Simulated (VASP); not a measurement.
Given:

```
NiSb
1.0
    1.95748    -3.39045     0.00000
    1.95748     3.39045     0.00000
    0.00000     0.00000     5.07547
Ni Sb
2 2
Direct
  0.00000   0.00000   0.50000
  0.00000   0.00000   0.00000
  0.33333   0.66667   0.25000
  0.66667   0.33333   0.75000
```

The numbers are results of PBEsol GGA, VASP's PBE PAW potentials (set 64) (plane waves; VASP), not measurements. Run with 480 eV cut-off, 8×8×6 Γ-centred mesh, first-order Methfessel-Paxton smearing of 0.10 eV, potentials Ni Sb.

Unless said otherwise, spin-orbit coupling is left out, though it shifts the bands of the heavy elements here.

Task: What does the run give for the energy per atom (σ→0), band gap (on the k-mesh) with the smallest direct gap where there is one?

Result: 
```json
{
 "band gap (on the k-mesh)": "none (metal, semimetal or under 0.01 eV)",
 "energy per atom (σ→0)": "-5.669 eV/atom"
}
```

Total energies compare only between runs with the same potentials, cut-off and functional.

The compound is NiSb in the NiAs type structure. It was relaxed first. The run is not spin-polarised, so no magnetic state was tried.
